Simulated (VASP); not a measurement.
Consider the following.

```xyz
4
Lattice="4.3907 0.0000 0.0000 0.0000 2.7405 0.0000 0.0000 0.0000 4.7724" Properties=species:S:1:pos:R:3 pbc="T T T"
Ir     1.0977     1.3703     3.2250
Ir     3.2931     1.3703     1.5474
Mo     1.0977     0.0000     0.8142
Mo     3.2931     0.0000     3.9582
```

Level of theory: LDA (Ceperley-Alder, Perdew-Zunger), VASP's LDA PAW potentials (set 64) (plane waves; VASP). Settings: 400 eV cut-off, Gaussian smearing of 0.050 eV, potentials Ir Mo_sv.

Unless said otherwise, spin-orbit coupling is left out, though it shifts the bands of the heavy elements here.

What does the run give for the band gap (along the path) with the smallest direct gap where there is one?

The band gap (along the path) is none (metal, semimetal or under 0.01 eV).

The structure comes from a measured MoIr entry (Pmma) of the Crystallography Open Database, whose conditions weren't checked. It was relaxed first.
